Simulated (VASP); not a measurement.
A convergence study with VASP on Mg2Si (antifluorite): one setting is varied, all else stays as given below, so the limit is that of these other settings. Each run relaxes cell and ions from the cell shown.

```
CELL_PARAMETERS angstrom
      0.00000     3.17500     3.17500
      3.17500     0.00000     3.17500
      3.17500     3.17500     0.00000
ATOMIC_POSITIONS crystal
  Mg 0.25000 0.25000 0.25000
  Mg 0.75000 0.75000 0.75000
  Si 0.00000 0.00000 0.00000
```

Computed with LDA (Ceperley-Alder, Perdew-Zunger), VASP's LDA PAW potentials (set 64) (plane waves; VASP). The tightest run used: 550 eV cut-off, 10×10×10 Γ-centred mesh, Gaussian smearing of 0.050 eV, potentials Mg Si.

### Question
The settings run are 2×2×2 mesh; 3×3×3 mesh; 4×4×4 mesh; 5×5×5 mesh; 6×6×6 mesh; 7×7×7 mesh; 8×8×8 mesh; 9×9×9 mesh; 10×10×10 mesh. From which on does the relaxed volume stay within 0.1 Å³/atom of the tightest run?

### Answer
From 3×3×3 mesh on: it is off by 0.053 there and by no more than 0.1 in any finer run, while 2×2×2 mesh is off by 0.181.
| setting | relaxed volume (Å³/atom) | E (eV/atom) | irreducible k-points | difference judged (Å³/atom) |
|---|---|---|---|---|
| 2×2×2 mesh | 20.527 | -2.6777 | 3 | 0.181 |
| 3×3×3 mesh | 20.399 | -3.1984 | 4 | 0.053 |
| 4×4×4 mesh | 20.326 | -3.3209 | 8 | 0.021 |
| 5×5×5 mesh | 20.339 | -3.3576 | 10 | 0.008 |
| 6×6×6 mesh | 20.338 | -3.3701 | 16 | 0.009 |
| 7×7×7 mesh | 20.343 | -3.3747 | 20 | 0.003 |
| 8×8×8 mesh | 20.344 | -3.3766 | 29 | 0.002 |
| 9×9×9 mesh | 20.346 | -3.3774 | 35 | 0.000 |
| 10×10×10 mesh | 20.347 | -3.3777 | 47 | 0.000 |

Left out are rungs that failed or repeat a setting and relaxations that didn't move; long series are thinned to 24 rows.

The compound is Mg2Si in the antifluorite structure.
